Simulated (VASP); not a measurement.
An input for Ansatz (written as the equivalent of a VASP run, and not itself run):

Ansatz 0.2 input:
```yaml
crystal:
  lattice:
    - [0.0000000, 3.2778292, 3.2778292]
    - [3.2778292, 0.0000000, 3.2778292]
    - [3.2778292, 3.2778292, 0.0000000]
  atoms:
    - { symbol: In, position: [0.0000000, 0.0000000, 0.0000000] }
    - { symbol: Sb, position: [0.2500000, 0.2500000, 0.2500000] }
kpoints:
  mp_grid: { grid: [10, 10, 10] }
hamiltonian:
  xc: r2scan
  pseudopotentials: { kind: paw }
scf:
  occupations: { method: methfessel_paxton, width: 0.1 }
  max_iter: 100
output: { forces: true, stress: true, eigenvalues: true }
```

Q: Translate this input to VASP (INCAR, KPOINTS, POSCAR, choice of POTCAR).

A: One answer among several that fit: 
**POSCAR**
```
InSb
1
    0.0000000000     3.2778292137     3.2778292137
    3.2778292137     0.0000000000     3.2778292137
    3.2778292137     3.2778292137     0.0000000000
In Sb
1 1
Direct
  0.0000000000   0.0000000000   0.0000000000
  0.2500000000   0.2500000000   0.2500000000
```

INCAR:
```
SYSTEM  =  InSb
PREC  =  Accurate; ENCUT  =  480; LREAL  =  F
LASPH  =  T
EDIFF  =  1E-7; NELM  =  100; ALGO  =  Normal
LMAXMIX  =  4; LMIXTAU  =  T
ISMEAR  =  1; SIGMA  =  0.1
METAGGA  =  R2SCAN
ISIF  =  2
LWAVE  =  F; LCHARG  =  F
```

### KPOINTS
```
Regular mesh
0
gamma
  10 10 10
```

POTCAR, in this order: In_d Sb (PBE.64 set). Program: vasp_std.

Limits of the translation: each code has its own PAW files, so the cut-off isn't converted (ENCUT is set for VASP's; basis.ecutwfc is left out, and Ansatz then takes the one that its files recommend); Ansatz stops its SCF on the density residual and VASP on the energy change (EDIFF).

The compound is InSb in the zinc blende structure. It was relaxed first.
